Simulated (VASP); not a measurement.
Given:

```
CELL_PARAMETERS angstrom
      1.51245    -2.61965     0.00000
      1.51245     2.61965     0.00000
      0.00000     0.00000     3.20361
ATOMIC_POSITIONS crystal
  Ti 0.00000 0.00000 0.00000
  B  0.33333 0.66667 0.50000
  B  0.66667 0.33333 0.50000
```

Level of theory: TPSS meta-GGA, VASP's PBE PAW potentials (set 64) (plane waves; VASP 6.6.1). Settings: 520 eV cut-off, 13×13×11 Γ-centred mesh, tetrahedra with Blöchl corrections, potentials Ti_sv B.

Q: Give the energies of bands 6 to 12 at the high-symmetry points, in eV from the Fermi level.

A: 
| band | Γ | M | K | A | L | H |
|---|---|---|---|---|---|---|
| 6 | -2.76 | -9.51 | -8.57 | -7.77 | -7.75 | -8.82 |
| 7 | -2.76 | -3.40 | -7.53 | -0.64 | -4.80 | -5.87 |
| 8 | -2.37 | -3.31 | -1.93 | -0.64 | -3.98 | -3.32 |
| 9 | -2.28 | -2.44 | -1.93 | -0.28 | -3.30 | -3.32 |
| 10 | 1.88 | 1.32 | 1.33 | -0.28 | 2.50 | 2.51 |
| 11 | 1.88 | 2.73 | 1.33 | 0.36 | 2.92 | 4.29 |
| 12 | 3.72 | 3.21 | 1.90 | 0.36 | 4.54 | 4.29 |

It has no gap at this level: it comes out as a metal or semimetal.

The compound is TiB2 in the AlB2 type structure. It was relaxed first.
